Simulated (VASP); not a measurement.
TlAg:

```
Tl Ag
1.0
     0.00000    2.98114    2.98114
     2.98114    0.00000    2.98114
     2.98114    2.98114    0.00000
Tl Ag
1 1
Direct
  0.00000 0.00000 0.00000
  0.50000 0.50000 0.50000
```

The cell was built by a generator and needn't be a form met in nature.

```yaml
Program: VASP 6.6.1
Task: single point
Functional: PBE
Potentials_or_basis: VASP PAW PBE potentials, release 64 (Tl_d, Ag)
Cutoff: 520 eV
k_mesh: 8 × 8 × 8
Occupations: fermi-dirac, width 0.05 eV
Spin: no spin polarisation
```

On this cell: pressure -0.2 GPa; largest force zero by symmetry; band gap on the k mesh none (metal or under the smearing width).

The same run follows on a disturbed copy (atoms moved at random, drawn with an rms of 0.05 Å):

```
Tl Ag
1.0
     0.00000    2.98114    2.98114
     2.98114    0.00000    2.98114
     2.98114    2.98114    0.00000
Tl Ag
1 1
Direct
  0.00074 0.99640 0.99724
  0.52387 0.49477 0.48908
```

What changes?

The energy (extrapolated to zero smearing) moves by +3.6 meV/atom; pressure -0.1 GPa; largest force 0.174 eV/Å; band gap on the k mesh none (metal or under the smearing width).

Forces in eV/Å, atoms in the order of the input:
```
Tl  -0.060  0.092  0.134
Ag   0.060 -0.092 -0.134
```

Stress tensor (GPa, compression positive):
```
-0.16  0.02  0.03
 0.02 -0.10 -0.05
 0.03 -0.05  0.01
```
